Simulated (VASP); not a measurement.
Consider the following.

```yaml
crystal:
  lattice:
    - [3.91047, 0.00000, 0.00000]
    - [0.00000, 3.91047, 0.00000]
    - [0.00000, 0.00000, 3.91047]
  atoms:
    - { symbol: Tl, position: [0.00000, 0.00000, 0.00000] }
    - { symbol: Br, position: [0.50000, 0.50000, 0.50000] }
```

Computed with PBEsol GGA, VASP's PBE PAW potentials (set 64) (plane waves; VASP 6.6.1). Settings: 500 eV cut-off, 7×7×7 Γ-centred mesh, Gaussian smearing of 0.050 eV, potentials Tl_d Br.

Task: Predict the energy per atom (σ→0).

Result: 
```
Quantity                        Value
---------------------  --------------
energy per atom (σ→0)  -3.016 eV/atom
```

The absolute energy has meaning only against runs of the same code, potentials and settings.

The compound is TlBr in the CsCl type structure. It was relaxed first, which changed the volume by -6 %.
